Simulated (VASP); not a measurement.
Input:

```
CELL_PARAMETERS angstrom
      3.56186     0.00000     0.00000
     -1.78093     3.08466     0.00000
      0.00000     0.00000     4.53378
ATOMIC_POSITIONS crystal
  Pt 0.00000 0.00000 0.00000
  S  0.33333 0.66667 0.23000
  S  0.66667 0.33333 0.77000
```

These are LDA (Ceperley-Alder, Perdew-Zunger), VASP's LDA PAW potentials (set 64) (plane waves; VASP 6.6.1) values and carry that method's errors. Numerical set-up: PREC = Normal, EDIFF = 1E-5, 400 eV cut-off, 10×10×7 Γ-centred mesh, Gaussian smearing of 0.050 eV, potentials Pt S.

### Question
The ions are relaxed. What does this cell relax into?

### Answer

```
CELL_PARAMETERS angstrom
      3.56186     0.00000     0.00000
     -1.78093     3.08466     0.00000
      0.00000     0.00000     4.53378
ATOMIC_POSITIONS crystal
  Pt 0.00000 0.00000 0.00000
  S  0.33333 0.66667 0.26171
  S  0.66667 0.33333 0.73829
```
Space group P-3m1 (164), at a tolerance of 0.03 Å.

### Question
How much energy does the relaxation gain?

### Answer
The energy (σ→0) changes by -96.4 meV/atom, in 3 ionic steps.

```csv
step,E(σ→0) (eV),max force (eV/Å),pressure (GPa),volume (Å³)
1,-17.9245,2.039,13.08,49.81
2,-18.1851,0.625,3.78,49.81
3,-18.2137,0.004,0.02,49.81
```

The compound is PtS2 in the 1T layered structure. This run relaxes the ions in a fixed cell. Symmetry was kept, so distortions that lower it aren't found.
